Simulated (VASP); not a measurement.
Given:

```
CELL_PARAMETERS angstrom
     -2.05260     2.05260     4.00265
      2.05260    -2.05260     4.00265
      2.05260     2.05260    -4.00265
ATOMIC_POSITIONS crystal
  Pd 0.96939 0.00369 0.98641
  Au 0.76710 0.22851 0.49291
  Au 0.26087 0.76775 0.52682
  Au 0.50264 0.50005 0.99385
```

The numbers are results of PBEsol GGA, VASP's PBE PAW potentials (set 64) (plane waves; VASP 6.6.1), not measurements. Numerical set-up: 300 eV cut-off, 5×5×6 Γ-centred mesh, Gaussian smearing of 0.050 eV, potentials Pd Au.

At this cut-off the stress carries a Pulay error, which pulls relaxed volumes low.

Problem. Which forces act on the atoms, in eV/Å?

Solution. 
```json
[
 {"atom": "Pd1", "Fx": "-0.440", "Fy": "0.723", "Fz": "0.433"},
 {"atom": "Au2", "Fx": "0.978", "Fy": "-0.348", "Fz": "-0.100"},
 {"atom": "Au3", "Fx": "-0.679", "Fy": "-0.318", "Fz": "-0.204"},
 {"atom": "Au4", "Fx": "0.141", "Fy": "-0.057", "Fz": "-0.129"}
]
```

Problem. Give the stress tensor in GPa (positive for a compressed cell).

Solution. 
```
-4.89  -0.28   0.16
-0.28  -4.46   0.13
 0.16   0.13  -3.69
```
The pressure is its mean diagonal, -4.35 GPa.

The structure comes from a computed database's PdAu3 entry; how it stands against other phases isn't given here. The cell was not relaxed at this level, atoms are displaced from their ideal sites. The k-mesh is coarse (spacing up to 0.36 per Å, 2π included), so the numbers may not be converged in it. The electron count is odd and the run is not spin-polarised, which forces a metal.
